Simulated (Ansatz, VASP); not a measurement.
# BiB: VASP beside Ansatz, part 2 of 2

Wanted: the spread between two codes on one cell, functional and k mesh. The cell is generated by rule, not measured, and may not be a known phase. The cell is taken from a series of runs on this material, whose earlier steps may have relaxed, scaled, displaced or heated it; both programs get it as it stands.

VASP 6.6.1 and Ansatz 0.2.0.

So far: Set-up; VASP: zone-centre phonons, LDA.

The structure was built from a prototype and need not be the compound's stable phase.

### 3. Ansatz: zone-centre phonons, LDA

Level of this step: Ansatz beside VASP: Kohn-Sham DFT, plane waves, LDA (Ansatz).

Ansatz runs on its default PAW (the set named soft_2) files.

The same cell, functional (in two slightly different forms), mesh and smearing now go to Ansatz, which takes its cutoff from its data sets.

The input, input.yaml:

```yaml
crystal:
  lattice:
    - [4.1640065608, -2.9013e-06, 0.0]
    - [-2.0820007678, 3.6061369139, 0.0]
    - [0.0, 0.0, 5.3277799398]
  atoms:
    - { symbol: B, position: [0.3333333333, 0.6666666667, 0.25] }
    - { symbol: B, position: [0.6666666667, 0.3333333333, 0.75] }
    - { symbol: Bi, position: [0.6666666667, 0.3333333333, 0.25] }
    - { symbol: Bi, position: [0.3333333333, 0.6666666667, 0.75] }
kpoints:
  mp_grid: { grid: [12, 12, 8] }
hamiltonian:
  xc: lda
scf:
  occupations: { method: methfessel_paxton, width: 0.15 }
output:
  eigenvalues: true
phonons:
  method: dfpt
```

Run with:

```console
$ ansatz run input.yaml --threads 4 --pin off --max-ram 7168MiB --backend cpu --events-out ev --progress --plain --runs-dir out
```

Numbers of over 12 decimals in the logs are rounded to 6 here.

The program printed:

```text
Engine: ansatz 0.2.0, aarch64-unknown-linux-gnu
Pseudopotentials: kind: paw
Pseudopotential: B, paw, valence charge 3, recommended cutoff 420 eV (normal), B.paw.azcp
Pseudopotential: Bi, paw, valence charge 15, recommended cutoff 420 eV (normal), Bi.paw.azcp
Functional definition: SPW92
  exchange = slater_x
  correlation = pw_c
Crystal: 4 atoms, lattice volume = 80.002 Å³
Basis set: ecut = 420 eV, 1535 PW (Γ), exchange–correlation on 60×60×72 points (8 copies of the dense FFT grid, shifted against one another)
Bands: 22, of which v1, the nominal top of the filled ones, is band 18 counted from 1 (17 counted from 0)
Symmetry: 24 space group operations
k-points: 320 of 1152 (irreducible under 2 space group operations, time reversal used)
Non-local potential: B, projectors of the file, l = 0: 2, l = 1: 2, l = 2: 1
Non-local potential: Bi, projectors of the file, l = 0: 2, l = 1: 2, l = 2: 2, l = 3: 2
PAW form: soft (Blöchl's): semilocal exchange-correlation on the pseudo side does not see the compensation charge
PAW frozen core: B, regenerated for the run's functional, and the local potential with it (the file was generated under x = pbe(κ = 0.804, μ = 0.219515), c = pbe(β = 0.066725))
PAW frozen core: Bi, regenerated for the run's functional, and the local potential with it (the file was generated under x = pbe(κ = 0.804, μ = 0.219515), c = pbe(β = 0.066725))
PAW one-centre angular grid: B, 110 points (default); XC on 64 Gauss nodes
PAW one-centre angular grid: Bi, 590 points (default); XC on 64 Gauss nodes
Initial density: superposition of atomic densities (neutral atoms: chi_scale 0, normalization atom), corrected by the library's trained network
Initial wavefunctions: pseudopotential atomic-orbital guess
Functional: x = slater, c = lda
SCF iter   1: F=—  HF=-24466.469613 eV  |F-HF|=—  |Δ(HF+E_count)|=         —  Δρ=7.15e-3  dr2=5.79e-2  ethr=1.77e-3  ⟨swp⟩=5.2  Hψ=33373  notcnv=0
preconditioner: auto → LDOS  [metal: Δε(μ)=0.032 eV  Ē_g=17.774 eV  σ=0.150 eV  W_gap=0.18  n_scr=22 (ndim 8)  ℏωp=24.9 eV  f_vac=0.018  D(μ)=1.66/eV (n_scr^D=8)  β→1.0]
SCF iter   2: F=—  HF=-24466.452355 eV  |F-HF|=—  |Δ(HF+E_count)|=   1.73e-2  S|Δr|=    0.00e0  Δρ=1.43e-3  dr2=8.33e-4  ethr=1.61e-4  ⟨swp⟩=2.1  Hψ=10891  notcnv=0  defer=1
SCF iter   3: F=—  HF=-24466.452357 eV  |F-HF|=—  |Δ(HF+E_count)|=   2.29e-6  S|Δr|=    0.00e0  Δρ=5.15e-4  dr2=1.62e-4  ethr=2.32e-6  ⟨swp⟩=2.0  Hψ=12752  notcnv=0  defer=1
SCF iter   4: F=—  HF=-24466.452275 eV  |F-HF|=—  |Δ(HF+E_count)|=   8.19e-5  S|Δr|=    0.00e0  Δρ=1.09e-4  dr2=8.56e-6  ethr=4.51e-7  ⟨swp⟩=2.0  Hψ=12770  notcnv=0  defer=1
SCF iter   5: F=—  HF=-24466.452273 eV  |F-HF|=—  |Δ(HF+E_count)|=   2.54e-6  S|Δr|=    0.00e0  Δρ=1.28e-5  dr2=8.29e-8  ethr=2.38e-8  ⟨swp⟩=2.0  Hψ=12758  notcnv=0  defer=1
SCF iter   6: F=—  HF=-24466.452274 eV  |F-HF|=—  |Δ(HF+E_count)|=   1.11e-6  S|Δr|=    0.00e0  Δρ=1.16e-6  dr2=9.53e-10  ethr=2.30e-10  ⟨swp⟩=2.0  Hψ=12306  notcnv=0  defer=1
SCF iter   7: F=—  HF=-24466.452274 eV  |F-HF|=—  |Δ(HF+E_count)|=  1.02e-10  S|Δr|=    0.00e0  Δρ=1.74e-7  dr2=3.12e-11  ethr=2.65e-12  ⟨swp⟩=2.0  Hψ=9680  notcnv=0  defer=1
SCF iter   8: F=-24466.452274 eV  HF=-24466.452274 eV  |F-HF|=1.82e-11  |Δ(HF+E_count)|=  1.46e-10  S|Δr|=    0.00e0  Δρ=1.81e-8  dr2=1.61e-13  ethr=1.00e-12  ⟨swp⟩=6.3  Hψ=37739  notcnv=0
SCF 1 converged in 8 iterations: F = -24466.452274 eV  dr2 = 1.61e-13
  greatest PAW one-centre occupation: 0.988 electrons in one spin orbital (limit 2), on the Bi atom at site 3 (counted from 0), in its partial waves of l = 2
DFPT response loops at Γ: preconditioner auto → Kerker (q_TF=auto, 2.388 Å⁻¹) (partly filled bands, converged f_vac=0.012); β = 1.00, the filter's whole step (`scf.mixing.beta` (0.50) is not read by the response loops under this deck's `scf.mixing.preconditioner`; to damp them name `kerker` or `kerker_dos`, under which they read `scf.mixing.beta`, and type it under 1.00, their step now; both keys bind the ground state too); Broyden in place of MSR1
SCF converged after 8 iterations
Stability not checked: this state was not tested for a lower state beside it, because cold or Methfessel-Paxton smearing, or corrected tetrahedra, fill the levels in a way that the test cannot read (fill_not_monotonic; see scf.lower_state_search)
Free energy (F): -24466.452274 eV
Harris-Foulkes:  -24466.452274 eV  (|F-HF|=1.82e-11)
Internal energy: -24466.452786 eV  (E = F + TS)
E sigma→0 (E₀):  -24466.452402 eV
Entropy (-TS):   0.000513 eV (0.128 meV/atom)
Fermi energy:    10.353656 eV
--- Per-component energies (eV) ---
  E_band       = -170.745308
  E_kinetic    = 695.946527
  E_local      = -3072.922080  (includes V_loc(G=0)·N_el)
  E_nonlocal   = 1156.138304
  E_hartree    = 999.297417
  E_xc         = -361.447557
  E_vxc        = -361.151408  (∫ρ·V_xc dr)
  E_paw        = -20853.170338  (= ΣΔE_a)
  E_vpaw       = -587.350411  (= ΣTr[D̂ρ^β])
  E_aug_tail   = -0.001072  (compensation charges beyond the density's cutoff)
  E_ewald      = -3030.375887
  E_core_change = 0.081899  (= ΣΔE_core)
  E_smearing   = 0.000513  (= −TS)
  E_closure    = 0.000000  (closes the sum)
  Σ components = -24466.452274   (vs F -24466.452274, Δ=0.00e0)
--- Band table (eV; the first three rows and the last of 320) ---
  k-point 0: bands = [... 14 lower, 7.7707, 7.7707, 10.3851, 10.3851, 10.7924, 11.1429, 12.4775, 12.4775]
  k-point 1: bands = [... 14 lower, 7.8469, 7.8469, 9.9618, 10.2511, 10.2511, 12.0383, 12.5339, 12.5339]
  k-point 2: bands = [... 14 lower, 8.0709, 8.0709, 9.0975, 9.8890, 9.8890, 12.6857, 12.7218, 12.7218]
  k-point 319: bands = [... 14 lower, 6.3468, 6.3468, 11.1273, 11.1273, 12.1783, 12.1783, 13.9133, 13.9133]
--- Phonons (Γ-DFPT): 4 representative perturbations + reference, on 320 of 1152 k-points (Σ response iterations 12) ---
  k mesh reduced under 2 symmetry operations, with k and −k counted as one. Each operation leaves every solved perturbation unchanged. A smaller set is not used because it would not reduce the number of displacements times k-points to solve
  ASR residual: 1.025e-5 → 0.000e0 eV/Å²; symmetrization residual: 8.951e-5 eV/Å²
  ASR residual per site (eV/Å²): 1.03e-5 1.03e-5 6.27e-6 6.27e-6
  Γ frequencies (cm⁻¹): -125.73 -23.12 0.00 0.00 0.00 76.15 76.15 159.65 459.47 459.47 472.24 472.24
  non-analytic LO–TO correction: not included (Born effective charges unavailable; polar crystals: no LO–TO splitting at Γ)
```

### 4. Side by side

Known differences besides the potentials themselves: the two LDA forms differ slightly; the cutoff is 420 eV in Ansatz and 500 eV in VASP; VASP's log shows a relativistic correction to its local exchange, Ansatz's none. Total energies have different zeros and are not compared.

The two programs side by side:

```csv
quantity,Ansatz,VASP,difference
"optical mode 1 (imaginary, printed as negative) (cm⁻¹)",-125.7,-121.8,-3.9
"optical mode 2 (imaginary, printed as negative) (cm⁻¹)",-23.1,-5.2,-18.0
optical mode 3 to 4 (cm⁻¹),76.2,76.8,-0.90 %
optical mode 5 (cm⁻¹),159.7,160.3,-0.43 %
optical mode 6 to 7 (cm⁻¹),459.5,459.6,-0.03 %
optical mode 8 to 9 (cm⁻¹),472.2,473.1,-0.19 %
```

Modes are paired by rising frequency, not by their patterns, so a pair may set unlike modes beside each other; they are those without the splitting of longitudinal modes.

### 5. Outcome

```
r.m.s. difference of the optical zone-centre modes, each program's sorted by frequency (zone-centre phonons, LDA) : 6.2 cm⁻¹
difference in optical mode 3 to 4 (zone-centre phonons, LDA)                                                      : -0.9 %
```

The r.m.s. difference of the optical zone-centre modes, each program's sorted by frequency is 6.2 cm⁻¹ (zone-centre phonons, LDA). Among the rows given in per cent, the largest difference of the zone-centre phonons, LDA pair is in optical mode 3 to 4, -0.9 %. What causes the difference of the zone-centre phonons, LDA pair stays open here. How closely two codes agree says nothing of how well the functional describes the real material.

[Lines on the potential files, build, host, timing and source positions are cut from VASP's logs without a mark.]

[Logs are printed without paths, hosts, clocks, repeated set-up lines and the standing remarks that a program may print on its own settings, such as how far it seeks lower states.]

[Hosts, paths, dates, database ids (printed as entryN), source tags and the programs' standing remarks are cut or masked in the printed files.]
